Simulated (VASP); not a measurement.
Energy against volume of Pd (fcc). These are optB88-vdW, VASP's PBE PAW potentials (set 64) (plane waves; VASP) values and carry that method's errors. Numerical set-up: 520 eV cut-off, 16×16×16 Γ-centred mesh, first-order Methfessel-Paxton smearing of 0.10 eV, potentials Pd.

```
V (Å³/atom)  E (eV/atom)
-----------  -----------
14.348          -2.18882
14.806          -2.21451
15.264          -2.22208
15.722          -2.21474
```

### Question
Fit these four points and predict the energy of the run at 16.179 Å³/atom.

### Answer
A cubic in V^(−2/3), the third-order Birch-Murnaghan form, passes through the four points with V0 = 15.25 Å³/atom and B0 = 174 GPa, and gives -2.1952 eV/atom there. The run gave -2.1952 eV/atom, +0.0 meV/atom from the fit; all five points give B0 = 174 GPa.

The compound is Pd in the fcc structure. It was relaxed first.
